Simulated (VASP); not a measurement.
# Mo3Pb (Pm-3m) in VASP: notebook

The runs below take Mo3Pb through single point, with PBE.

Everything below comes from runs of VASP 6.6.1. Logs are shortened: lines on timing, memory, paths and dates and some standing lists are left out, and cuts for length are marked.

## Step 1: The structure

The structure is cubic, space group Pm-3m (No. 221). The conventional cell has a = 4.218 Å, b = 4.218 Å, c = 4.218 Å, α = 90.00°, β = 90.00°, γ = 90.00°. Pb (site symmetry m-3m) has 12 Mo at 2.98 Å as nearest neighbours. Around Mo (site symmetry 4/mmm) lie 4 Pb at 2.98 Å and 8 Mo at 2.98 Å.

The cell was built by a generator and needn't be a form met in nature.

## Step 2: Single point, PBE

File INCAR:

```
SYSTEM = Mo3Pb
  PREC = Accurate
  ENCUT = 520
  EDIFF = 1E-6
  ISMEAR = -1
  SIGMA = 0.1
  LREAL = .FALSE.
  LASPH = .TRUE.
  NELM = 80
  ALGO = Normal
  ISIF = 2
  LWAVE = .FALSE.
  LCHARG = .FALSE.
  GGA = PE
  NBANDS = 36
```

File KPOINTS:

```
Automatic mesh
0
G
  4 4 4
  0 0 0
```

File POSCAR:

```
Mo3Pb
1.0
    4.2176530000      0.0000000000      0.0000000000
    0.0000000000      4.2176530000      0.0000000000
    0.0000000000      0.0000000000      4.2176530000
Pb Mo
1 3
Direct
    0.0000000000      0.0000000000      0.0000000000
    0.0000000000      0.5000000000      0.5000000000
    0.5000000000      0.0000000000      0.5000000000
    0.5000000000      0.5000000000      0.0000000000
```

Potentials or basis: VASP PAW PBE potentials, release 64 (Pb_d, Mo_sv).

Run with:

```
cat potpaw_PBE.64/Pb_d/POTCAR potpaw_PBE.64/Mo_sv/POTCAR > POTCAR
mpirun -np 1 vasp_std > vasp.out
```

OUTCAR:

```text
SYSTEM = Mo3Pb
   PREC = Accurate
   ENCUT = 520
   EDIFF = 1E-6
   ISMEAR = -1
   LREAL = .FALSE.
   LASPH = .TRUE.
   NELM = 80
   ISIF = 2
   GGA = PE

 ion  position               nearest neighbor table
   1  0.000  0.000  0.000-   2 2.98   3 2.98   4 2.98   2 2.98   3 2.98   2 2.98   4 2.98   2 2.98
                             3 2.98   4 2.98   3 2.98   4 2.98
   2  0.000  0.500  0.500-   1 2.98   3 2.98   4 2.98   1 2.98   4 2.98   1 2.98   3 2.98   1 2.98
                             3 2.98   4 2.98   4 2.98   3 2.98
   3  0.500  0.000  0.500-   1 2.98   2 2.98   4 2.98   1 2.98   4 2.98   2 2.98   4 2.98   4 2.98
                             1 2.98   2 2.98   1 2.98   2 2.98
   4  0.500  0.500  0.000-   1 2.98   2 2.98   3 2.98   2 2.98   3 2.98   1 2.98   3 2.98   3 2.98
                             1 2.98   2 2.98   2 2.98   1 2.98

  LATTYP: Found a simple cubic cell.
 ALAT       =     4.2176530000

  Lattice vectors:

 A1 = (   4.2176530000,   0.0000000000,   0.0000000000)
 A2 = (   0.0000000000,   4.2176530000,   0.0000000000)
 A3 = (   0.0000000000,   0.0000000000,   4.2176530000)

Analysis of symmetry for initial positions (statically):
=====================================================================
 Subroutine PRICEL returns:
 Original cell was already a primitive cell.

 Routine SETGRP: Setting up the symmetry group for a
 simple cubic supercell.

 Subroutine GETGRP returns: Found 48 space group operations
 (whereof 48 operations were pure point group operations)
 out of a pool of 48 trial point group operations.

The static configuration has the point symmetry O_h .

Analysis of symmetry for dynamics (positions and initial velocities):
=====================================================================
 Subroutine PRICEL returns:
 Original cell was already a primitive cell.

 Routine SETGRP: Setting up the symmetry group for a
 simple cubic supercell.

 Subroutine GETGRP returns: Found 48 space group operations
 (whereof 48 operations were pure point group operations)
 out of a pool of 48 trial point group operations.

The dynamic configuration has the point symmetry O_h .

 Subroutine INISYM returns: Found 48 space group operations
 (whereof 48 operations are pure point group operations),
 and found     1 'primitive' translations

----------------------------------------------------------------------------------------

                                     Primitive cell

  volume of cell :      75.0261

  direct lattice vectors                    reciprocal lattice vectors
     4.217653000  0.000000000  0.000000000     0.237098690  0.000000000  0.000000000
     0.000000000  4.217653000  0.000000000     0.000000000  0.237098690  0.000000000
     0.000000000  0.000000000  4.217653000     0.000000000  0.000000000  0.237098690

  length of vectors
     4.217653000  4.217653000  4.217653000     0.237098690  0.237098690  0.237098690

  position of ions in fractional coordinates (direct lattice)
     0.000000000  0.000000000  0.000000000
     0.000000000  0.500000000  0.500000000
     0.500000000  0.000000000  0.500000000
     0.500000000  0.500000000  0.000000000

  ion indices of the primitive-cell ions
   primitive index   ion index
                 1           1
                 2           2
                 3           3
                 4           4

----------------------------------------------------------------------------------------

 KPOINTS: Automatic mesh

Automatic generation of k-mesh.
 Grid dimensions read from file:
 generate k-points for:    4    4    4

 Generating k-lattice:

  Cartesian coordinates                     Fractional coordinates (reciprocal lattice)
     0.059274672  0.000000000  0.000000000     0.250000000  0.000000000  0.000000000
     0.000000000  0.059274672  0.000000000     0.000000000  0.250000000  0.000000000
     0.000000000  0.000000000  0.059274672     0.000000000  0.000000000  0.250000000

  Length of vectors
     0.059274672  0.059274672  0.059274672

  Shift w.r.t. Gamma in fractional coordinates (k-lattice)
     0.000000000  0.000000000  0.000000000

 Subroutine IBZKPT returns following result:
 ===========================================

 Found     10 irreducible k-points:

 Following reciprocal coordinates:
            Coordinates               Weight
  0.000000  0.000000  0.000000      1.000000
  0.250000  0.000000  0.000000      6.000000
  0.500000  0.000000  0.000000      3.000000
  0.250000  0.250000  0.000000     12.000000
  0.500000  0.250000  0.000000     12.000000
  0.500000  0.500000  0.000000      3.000000
  0.250000  0.250000  0.250000      8.000000
  0.500000  0.250000  0.250000     12.000000
  0.500000  0.500000  0.250000      6.000000
  0.500000  0.500000  0.500000      1.000000
   k-points           NKPTS =     10   k-points in BZ     NKDIM =     10   number of bands    NBANDS=     36
   number of dos      NEDOS =    301   number of ions     NIONS =      4
   total plane-waves  NPLWV =  32768
   dimension x,y,z NGX =    32 NGY =   32 NGZ =   32
   dimension x,y,z NGXF=    64 NGYF=   64 NGZF=   64
   ions per type =               1   3
   NGX,Y,Z   is equivalent  to a cutoff of  12.61, 12.61, 12.61 a.u.
   NGXF,Y,Z  is equivalent  to a cutoff of  25.23, 25.23, 25.23 a.u.
 SYSTEM =  Mo3Pb
   PREC   = accura    normal or accurate (medium, high low for compatibility)
   ISTART =      0    job   : 0-new  1-cont  2-samecut
   ICHARG =      2    charge: 1-file 2-atom 10-const
   ISPIN  =      1    spin polarized calculation?
   LNONCOLLINEAR =      F non collinear calculations
   LSORBIT =      F    spin-orbit coupling
   LASPH  =      T    aspherical Exc in radial PAW
   ENCUT  =  520.0 eV  38.22 Ry    6.18 a.u.   7.84  7.84  7.84*2*pi/ulx,y,z
   NELM   =     80;   NELMIN=  2; NELMDL= -5     # of ELM steps
   EDIFF  = 0.1E-05   stopping-criterion for ELM
   LREAL  =      F    real-space projection
   EDIFFG = 0.1E-04   stopping-criterion for IOM
   NSW    =      0    number of steps for IOM
   IBRION =     -1    ionic relax: 0-MD 1-quasi-New 2-CG
   NFREE  =      0    steps in history (QN), initial steepest desc. (CG)
   ISIF   =      2    stress and relaxation
   ISYM   =      2    0-nonsym 1-usesym 2-fastsym
   POTIM  = 0.5000    time-step for ionic-motion
   TEBEG  =    0.0;   TEEND  =   0.0 temperature during run
   PSTRESS=    0.0 pullay stress
   NELECT =      56.0000    total number of electrons
   NUPDOWN=      -1.0000    fix difference up-down
   EMIN   =  10.00;   EMAX   =-10.00  energy-range for DOS
   EFERMI =   0.00;   METHOD = LEGACY
   ISMEAR =    -1;   SIGMA  =   0.10  broadening in eV -4-tet -1-fermi 0-gaus
   EFERMI_NEDOS =   21; number of points for ismear=-14 and -15
   IALGO  =     38    algorithm
   IMIX   =      4    mixing-type and parameters
     AMIX     =   0.40;   BMIX     =  1.00
     AMIX_MAG =   1.60;   BMIX_MAG =  1.00
  volume/ion in A,a.u.               =      18.76       126.58
  Fermi-wavevector in a.u.,A,eV,Ry     =   1.485024  2.806288 30.004857  2.205295
  Thomas-Fermi vector in A             =   2.598487
   LORBIT       =      0    0 simple, 1 ext, 2 COOP (PROOUT), +10 PAW based schemes
   GGA     = PE    functional components
   LHFCALC =     F    Hartree Fock is set to
   AEXX    =    0.0000 exact exchange contribution
   IVDW    =     0    specifies the selected vdW correction
   LEPSILON=     F    determine dielectric tensor
   LRPA    =     F    only Hartree local field effects (RPA)
 non-spin polarized calculation
  energy-cutoff  :      520.00
  volume of cell :       75.03
 maximum number of plane-waves:      2040
 NGX is ok and might be reduce to    32
   NGX = 15   NGY = 15   NGZ = 15

 number of electron      56.0000011 magnetization

 Free energy of the ion-electron system (eV)
  ---------------------------------------------------
  ext. energy  EPLUGINS =         0.00000000
  ---------------------------------------------------
  free energy    TOTEN  =       -33.67907194 eV

  energy without entropy =      -33.57519729  energy(sigma->0) =      -33.62713461

 E-fermi :  11.0281     XC(G=0): -12.4504

 val. band max:       10.8926288687   @ k =   0.5000   0.5000   0.0000
 cond. band min:      11.0648918105   @ k =   0.5000   0.0000   0.0000
 fundamental gap:      0.1722629418
 Fermi energy:        11.0280790546

 k-point     1 :       0.0000    0.0000    0.0000
  band No.  band energies     occupation
      1     -50.2443      2.00000
      2     -50.1275      2.00000
      3     -50.1275      2.00000
      4     -24.5153      2.00000
      5     -24.5153      2.00000
      6     -24.5153      2.00000
[... 28 lines left out ...]
     35      14.1459      0.00000
     36      14.1459      0.00000

 k-point     2 :       0.2500    0.0000    0.0000
  band No.  band energies     occupation
      1     -50.2294      2.00000
      2     -50.1423      2.00000
      3     -50.1273      2.00000
      4     -24.4738      2.00000
      5     -24.4738      2.00000
      6     -24.4512      2.00000
[... 28 lines left out ...]
     35      14.2038      0.00000
     36      14.2041      0.00000

 k-point     3 :       0.5000    0.0000    0.0000
  band No.  band energies     occupation
      1     -50.2052      2.00000
      2     -50.1665      2.00000
      3     -50.1272      2.00000
      4     -24.4158      2.00000
      5     -24.4158      2.00000
      6     -24.3402      2.00000
[... 28 lines left out ...]
     35      14.1509      0.00000
     36      15.9020      0.00000

 k-point     4 :       0.2500    0.2500    0.0000
  band No.  band energies     occupation
      1     -50.2162      2.00000
      2     -50.1468      2.00000
      3     -50.1358      2.00000
      4     -24.4976      2.00000
      5     -24.4305      2.00000
      6     -24.3681      2.00000
[... 28 lines left out ...]
     35      14.2906      0.00000
     36      15.1012      0.00000

 k-point     5 :       0.5000    0.2500    0.0000
  band No.  band energies     occupation
      1     -50.1938      2.00000
      2     -50.1663      2.00000
      3     -50.1386      2.00000
      4     -24.4571      2.00000
      5     -24.4102      2.00000
      6     -24.3660      2.00000
[... 28 lines left out ...]
     35      13.7697      0.00000
     36      15.3404      0.00000

 k-point     6 :       0.5000    0.5000    0.0000
  band No.  band energies     occupation
      1     -50.1661      2.00000
      2     -50.1660      2.00000
      3     -50.1660      2.00000
      4     -24.5233      2.00000
      5     -24.3970      2.00000
      6     -24.2893      2.00000
[... 28 lines left out ...]
     35      14.6317      0.00000
     36      14.6317      0.00000

 k-point     7 :       0.2500    0.2500    0.2500
  band No.  band energies     occupation
      1     -50.2051      2.00000
      2     -50.1467      2.00000
      3     -50.1467      2.00000
      4     -24.5386      2.00000
      5     -24.4091      2.00000
      6     -24.4091      2.00000
[... 28 lines left out ...]
     35      14.0856      0.00000
     36      14.0856      0.00000

 k-point     8 :       0.5000    0.2500    0.2500
  band No.  band energies     occupation
      1     -50.1856      2.00000
      2     -50.1661      2.00000
      3     -50.1465      2.00000
      4     -24.5071      2.00000
      5     -24.4651      2.00000
      6     -24.4391      2.00000
[... 28 lines left out ...]
     35      13.7246      0.00000
     36      14.3245      0.00000

 k-point     9 :       0.5000    0.5000    0.2500
  band No.  band energies     occupation
      1     -50.1660      2.00000
      2     -50.1659      2.00000
      3     -50.1659      2.00000
      4     -24.5319      2.00000
      5     -24.5206      2.00000
      6     -24.4499      2.00000
[... 28 lines left out ...]
     35      13.8179      0.00000
     36      13.9871      0.00000

 k-point    10 :       0.5000    0.5000    0.5000
  band No.  band energies     occupation
      1     -50.1658      2.00000
      2     -50.1658      2.00000
      3     -50.1658      2.00000
      4     -24.6157      2.00000
      5     -24.5179      2.00000
      6     -24.5179      2.00000
[... 28 lines left out ...]
     35      13.6390      0.00000
     36      13.6390      0.00000

------------------------ aborting loop because EDIFF is reached ----------------------------------------

  FORCE on cell =-STRESS in cart. coord.  units (eV):
  Direction    XX          YY          ZZ          XY          YZ          ZX
  --------------------------------------------------------------------------------------
  -------------------------------------------------------------------------------------
  Total       -5.5544924     -5.5544924     -5.5544924     -0.0000000     -0.0000000     -0.0000000
  in kB     -118.6157666   -118.6157666   -118.6157666     -0.0000000     -0.0000000     -0.0000000
  external PRESSURE =    -118.6157666 kB  Pullay stress =       0.0000000 kB

 VOLUME and BASIS-vectors are now :
 -----------------------------------------------------------------------------
  energy-cutoff  :      520.00
  volume of cell :       75.03
      direct lattice vectors                 reciprocal lattice vectors
     4.217653000  0.000000000  0.000000000     0.237098690  0.000000000  0.000000000
     0.000000000  4.217653000  0.000000000     0.000000000  0.237098690  0.000000000
     0.000000000  0.000000000  4.217653000     0.000000000  0.000000000  0.237098690

 POSITION                                       TOTAL-FORCE (eV/Angst)
 -----------------------------------------------------------------------------------
      0.00000      0.00000      0.00000         0.000000      0.000000      0.000000
      0.00000      2.10883      2.10883         0.000000      0.000000      0.000000
      2.10883      0.00000      2.10883         0.000000      0.000000      0.000000
      2.10883      2.10883      0.00000         0.000000      0.000000      0.000000
 -----------------------------------------------------------------------------------
    total drift:                                0.000000     -0.000000     -0.000000

  FREE ENERGIE OF THE ION-ELECTRON SYSTEM (eV)
  ---------------------------------------------------
  free  energy   TOTEN  =       -33.6790719397 eV

  energy  without entropy=      -33.5751972881  energy(sigma->0) =      -33.62713461
```

It took 14 s on 1 thread of AMD EPYC 9R45 (Zen 5), shared host; peak memory 0.15 GiB.

Results:

* Free energy: -33.6791 eV
* Pressure: -11.9 GPa
* Band gap on the k mesh: none (metal or under the smearing width)

Caveat: the k mesh is coarse (spacing up to 0.37 Å⁻¹), so the values aren't converged. Spin-orbit coupling is left out, which matters for the levels of Pb.

## Step 3: Single point, PBE

File INCAR:

```
SYSTEM = Mo3Pb
PREC = Accurate
ENCUT = 520
EDIFF = 1E-7
ISMEAR = -1
SIGMA = 0.1
LREAL = .False.
LASPH = .True.
NELM = 80
ALGO = Fast
ISIF = 2
LWAVE = .False.
LCHARG = .False.
GGA = PE
NBANDS = 36
```

File KPOINTS:

```
regular mesh
0
Gamma
  6 6 6
  0 0 0
```

POSCAR is that of step 2.

Potentials or basis: VASP PAW PBE potentials, release 64 (Pb_d, Mo_sv).

Run with:

```
cat potpaw_PBE.64/Pb_d/POTCAR potpaw_PBE.64/Mo_sv/POTCAR > POTCAR
mpirun -np 1 vasp_std > vasp.out
```

Run time: 37 s. Hardware: 1 thread of AMD EPYC 9R45 (Zen 5), shared host; peak memory 0.17 GiB.

The run converged. Its results:

| Property | Result |
| --- | --- |
| Free energy | -33.5669 eV |
| Pressure | -11.3 GPa |
| Band gap on the k mesh | none (metal or under the smearing width) |

Levels at points of the mesh, in eV from the Fermi level:
```tsv
k point	band 26	band 27	band 28	band 29	band 30	band 31
(0.00, 0.00, 0.00)	-0.53	-0.53	0.15	0.15	0.15	1.63
(0.50, 0.00, 0.00)	-1.12	-1.09	-0.56	0.02	0.12	0.12
(0.50, 0.50, 0.00)	-1.00	-1.00	-0.24	-0.16	-0.16	0.26
(0.50, 0.50, 0.50)	-1.40	-1.40	0.12	0.12	0.12	0.58
```
